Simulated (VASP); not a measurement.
The input files of a VASP run:

### KPOINTS
```
Regular mesh
0
Gamma
6 6 4
```

**POSCAR**
```
CdS
1
    2.0700000000    -3.5853450000     0.0000000000
    2.0700000000     3.5853450000     0.0000000000
    0.0000000000     0.0000000000     6.7200000000
Cd S
2 2
Direct
  0.6666670000   0.3333330000   0.5000000000
  0.3333330000   0.6666670000   0.0000000000
  0.6666670000   0.3333330000   0.8770000000
  0.3333330000   0.6666670000   0.3770000000
```

### INCAR
```
SYSTEM = CdS
PREC = Accurate; ENCUT = 300; LREAL = .False.
LASPH = .True.
EDIFF = 1E-6; NELM = 100; ALGO = Normal
LMAXMIX = 4
ISMEAR = -1; SIGMA = 0.02
IBRION = 2; NSW = 50; ISIF = 3
EDIFFG = -0.01
LWAVE = .False.; LCHARG = .False.
```

POTCAR, in this order: Cd S (LDA.64 set). Program: vasp_std.

Translate this LDA calculation to Ansatz.

One equivalent input (not run):
Ansatz 0.2 input:
```yaml
crystal:
  lattice:
    - [2.0700000, -3.5853450, 0.0000000]
    - [2.0700000, 3.5853450, 0.0000000]
    - [0.0000000, 0.0000000, 6.7200000]
  atoms:
    - { symbol: Cd, position: [0.6666670, 0.3333330, 0.5000000] }
    - { symbol: Cd, position: [0.3333330, 0.6666670, 0.0000000] }
    - { symbol: S, position: [0.6666670, 0.3333330, 0.8770000] }
    - { symbol: S, position: [0.3333330, 0.6666670, 0.3770000] }
kpoints:
  mp_grid: { grid: [6, 6, 4] }
hamiltonian:
  xc: lda
  pseudopotentials: { kind: paw }
scf:
  occupations: { method: fermi_dirac, width: 0.02 }
  max_iter: 100
relax:
  max_steps: 50
  f_tol: 0.01
  cell: {}
output: { forces: true, stress: true, eigenvalues: true }
```
What does not carry over: each code has its own PAW files, so the cut-off isn't converted (ENCUT is set for VASP's; basis.ecutwfc is left out, and Ansatz then takes the one that its files recommend); Ansatz stops its SCF on the density residual and VASP on the energy change (EDIFF); Ansatz's lda is the Perdew-Wang form, while the LDA potentials of VASP carry Perdew-Zunger's.

The structure is a typed CdS crystal. This run relaxes it. Symmetry was kept, so distortions that lower it aren't found. The run is one of a series of settings (EDIFFG = -0.01, IBRION = 2, ISIF = 3, NSW = 50 against the base run), some of them coarse on purpose.
